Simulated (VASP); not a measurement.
All values below come from PBE GGA with D4 dispersion, VASP's PBE PAW potentials (set 64) (plane waves; VASP).

VASP input:

**KPOINTS**
```
K-points
0
G
 6 6 8
```

**INCAR**
```
SYSTEM = MgF2
PREC = Accurate; ENCUT = 520; LREAL = .FALSE.
LASPH = .TRUE.
EDIFF = 1E-7; NELM = 100; ALGO = Normal
ISMEAR = -5
GGA = PE; IVDW = 13
ISIF = 2
LWAVE = .FALSE.; LCHARG = .TRUE.; LORBIT = 11
NEDOS = 601
LEFG = .TRUE.
```

### POSCAR
```
MgF2
4.6512590
  0.9999999259   0.0000000000   0.0000000000
  0.0000000000   0.9999999259   0.0000000000
  0.0000000000   0.0000000000   0.6607555555
Mg F
2 4
Cart
  0.0000000000   0.0000000000   0.0000000000
  0.4999999629   0.4999999629   0.3303777778
  0.3027949938   0.3027949938   0.0000000000
  0.8027949567   0.1972049692   0.3303777778
  0.1972049692   0.8027949567   0.3303777778
  0.6972049321   0.6972049321   0.0000000000
```

POTCAR, in this order: Mg F (PBE.64 set). Program: vasp_std.

**Question.** What does the run give for the energy per atom (σ→0), dispersion energy, band gap (on the k-mesh)?

**Answer.** 
The energy per atom (σ→0) is -5.371 eV/atom and the dispersion energy is -0.690 eV. The band gap (on the k-mesh) comes out as 6.96 eV.

**OSZICAR**
```
...
DAV:   8    -0.315327687129E+02   -0.29593E-01   -0.54296E-02  2232   0.273E+00    0.175E-01
DAV:   9    -0.315337181341E+02   -0.94942E-03   -0.35021E-03  2324   0.444E-01    0.746E-02
DAV:  10    -0.315339665986E+02   -0.24846E-03   -0.24522E-04  2204   0.138E-01    0.150E-02
DAV:  11    -0.315339676448E+02   -0.10462E-05   -0.34341E-05  2320   0.479E-02    0.817E-03
DAV:  12    -0.315339676212E+02    0.23613E-07   -0.11342E-05  2244   0.272E-02    0.291E-03
DAV:  13    -0.315339675142E+02    0.10693E-06   -0.86767E-07  2256   0.756E-03    0.229E-04
DAV:  14    -0.315339675175E+02   -0.32987E-08   -0.71653E-09  1216   0.784E-04
   1 F= -.32224086E+02 E0= -.32224086E+02  d E =0.000000E+00
```

The compound is MgF2 in the rutile structure. It was relaxed first.
